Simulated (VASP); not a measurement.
Write the native input for VASP 6.6.1 that does the following.

```yaml
Task: single point
Functional: PBE
Potentials_or_basis: VASP PAW PBE potentials, release 64 (Cd, Se)
Cutoff: 520 eV
k_mesh: 10 × 10 × 10
Occupations: gaussian, width 0.02 eV
Spin: no spin polarisation
Dipole_correction: no
Further_INCAR_settings: ALGO = Fast; EDIFF = 1e-07; NBANDS = 16
```

The structure of CdSe lies in POSCAR:

```
CdSe
1.0
    0.0000000000      3.0982011599      3.0982011599
    3.0982011599      0.0000000000      3.0982011599
    3.0982011599      3.0982011599      0.0000000000
Cd Se
1 1
Direct
    0.0000000000      0.0000000000      0.0000000000
    0.2500000000      0.2500000000      0.2500000000
```

The cell was built by a generator and needn't be a form met in nature.

These files were run (other wordings do the same):

INCAR

```
PREC = Accurate
ENCUT = 520
EDIFF = 1E-7
ISMEAR = 0
SIGMA = 0.02
LREAL = False
LASPH = True
NELM = 100
ALGO = Fast
ISIF = 2
LWAVE = False
LCHARG = False
GGA = PE
NBANDS = 16
```

KPOINTS

```
Automatic mesh
0
Gamma
  10 10 10
```

Potentials or basis: VASP PAW PBE potentials, release 64 (Cd, Se).

Run with:

```sh
$ cat potpaw_PBE.64/Cd/POTCAR potpaw_PBE.64/Se/POTCAR > POTCAR
$ mpirun -np 1 vasp_std > vasp.out
```

Results of the run:

```
Pressure               : 0.2 GPa
Band gap on the k mesh : 0.49 eV, direct
```

It took 36 s on 1 thread of Intel(R) Xeon(R) Platinum 8488C (Sapphire Rapids), on a shared host, peak memory 0.22 GiB.
